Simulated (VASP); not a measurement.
Energy against volume of La₂O₃ (a-type). Method: PBE GGA with D4 dispersion, VASP's PBE PAW potentials (set 64) (plane waves; VASP). Numerical set-up: 520 eV cut-off, 7×7×4 Γ-centred mesh, Gaussian smearing of 0.050 eV, potentials La O.

Shape and ions are relaxed at each volume.

```
V (Å³/atom)  E (eV/atom)
-----------  -----------
15.230          -8.59981
15.716          -8.61763
16.202          -8.62351
16.689          -8.61902
```

Question: Fit these four points and predict the energy of the run at 17.175 Å³/atom.

Answer: A cubic in V^(−2/3), the third-order Birch-Murnaghan form, passes through the four points with V0 = 16.22 Å³/atom and B0 = 113 GPa, and gives -8.6056 eV/atom there. The run gave -8.6055 eV/atom, +0.0 meV/atom from the fit; all five points give B0 = 113 GPa.

The compound is La2O3 in the a-type structure. It was relaxed first.
